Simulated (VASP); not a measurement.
Output of a VASP run:

**OSZICAR**
```
       N       E                     dE             d eps       ncg     rms          rms(c)
DAV:   1     0.243729687969E+03    0.24373E+03   -0.15689E+04  7160   0.143E+03
DAV:   2    -0.162932170099E+02   -0.26002E+03   -0.25464E+03  7572   0.448E+02
DAV:   3    -0.218678079795E+02   -0.55746E+01   -0.54597E+01  7428   0.708E+01
DAV:   4    -0.219264742086E+02   -0.58666E-01   -0.58569E-01  8860   0.634E+00
DAV:   5    -0.219274236986E+02   -0.94949E-03   -0.94980E-03  7708   0.687E-01    0.203E+01
DAV:   6    -0.204579275797E+02    0.14695E+01   -0.38971E+00  7192   0.206E+01    0.515E+00
DAV:   7    -0.203505670347E+02    0.10736E+00   -0.32044E-01  7328   0.533E+00    0.108E+00
DAV:   8    -0.203398047531E+02    0.10762E-01   -0.68263E-03  7366   0.988E-01    0.268E-01
DAV:   9    -0.203393045926E+02    0.50016E-03   -0.93926E-04  8870   0.351E-01    0.407E-02
DAV:  10    -0.203393221992E+02   -0.17607E-04   -0.25648E-05  7916   0.478E-02    0.948E-03
DAV:  11    -0.203393257268E+02   -0.35277E-05   -0.21935E-06  8018   0.141E-02    0.293E-03
DAV:  12    -0.203393251001E+02    0.62672E-06   -0.88012E-08  4438   0.225E-03    0.640E-04
DAV:  13    -0.203393249765E+02    0.12358E-06   -0.22679E-08  3698   0.138E-03    0.512E-04
DAV:  14    -0.203393249318E+02    0.44765E-07   -0.55779E-09  3650   0.547E-04
   1 F= -.20339325E+02 E0= -.20339325E+02  d E =0.000000E+00
```

OUTCAR:
```
------------------------ aborting loop because EDIFF is reached ----------------------------------------
  FORCE on cell =-STRESS in cart. coord.  units (eV):
  Direction    XX          YY          ZZ          XY          YZ          ZX
  --------------------------------------------------------------------------------------
  Total       -0.0267531     -0.0267531      0.0313962     -0.0000000      0.0000000      0.0000000
  in kB       -1.6127130     -1.6127132      1.8926016     -0.0000000      0.0000000      0.0000000
  external PRESSURE =      -0.4442749 kB  Pullay stress =       0.0000000 kB
  volume of cell :       26.58
      direct lattice vectors                 reciprocal lattice vectors
     1.344858944 -2.329364172  0.000000000     0.371786203 -0.214650850  0.000000000
     1.344858944  2.329364172  0.000000000     0.371786203  0.214650850  0.000000000
     0.000000000  0.000000000  4.242132282     0.000000000  0.000000000  0.235730508
 POSITION                                       TOTAL-FORCE (eV/Angst)
 -----------------------------------------------------------------------------------
      1.34486      0.77646      1.06053         0.000000     -0.000000      0.000000
      1.34486     -0.77646      3.18160         0.000000      0.000000      0.000000
 -----------------------------------------------------------------------------------
    total drift:                               -0.000000      0.000497     -0.000046
  FREE ENERGIE OF THE ION-ELECTRON SYSTEM (eV)
  ---------------------------------------------------
  free  energy   TOTEN  =       -20.3393249318 eV

  energy  without entropy=      -20.3393249318  energy(sigma->0) =      -20.33932493

 total charge

# of ion       s       p       d       tot
------------------------------------------
    1        0.413   6.334   5.963  12.709
    2        0.413   6.334   5.963  12.709
--------------------------------------------------
tot          0.825  12.667  11.925  25.418
```
(Selected blocks of OUTCAR.)

File POSCAR:
```
Ru
1
    1.3448589439    -2.3293641721     0.0000000000
    1.3448589439     2.3293641721     0.0000000000
    0.0000000000     0.0000000000     4.2421322823
Ru
2
Direct
  0.3333330000   0.6666670000   0.2500000000
  0.6666670000   0.3333330000   0.7500000000
```

Question: Reconstruct the remaining input files.

Answer: One answer among several that fit: the input of the run itself, PBEsol GGA, plane waves, VASP's PBE PAW potentials (set 64).

### INCAR
```
ALGO=Normal
EDIFF=1E-7
ENCUT=400
GGA=PS
ISIF=2
ISMEAR=-5
LASPH=.TRUE.
LCHARG=.TRUE.
LMAXMIX=4
LORBIT=11
LREAL=.FALSE.
LWAVE=.FALSE.
NEDOS=601
NELM=100
PREC=Accurate
SYSTEM=Ru
```

File KPOINTS:
```
Regular mesh
0
gamma
  17 17 10
0 0 0
```

POTCAR, in this order: Ru_pv (PBE.64 set). Program: vasp_std.

For a metal the tetrahedron method with Blöchl corrections gives inexact stress and forces.

The compound is Ru in the hcp structure. It was relaxed first.
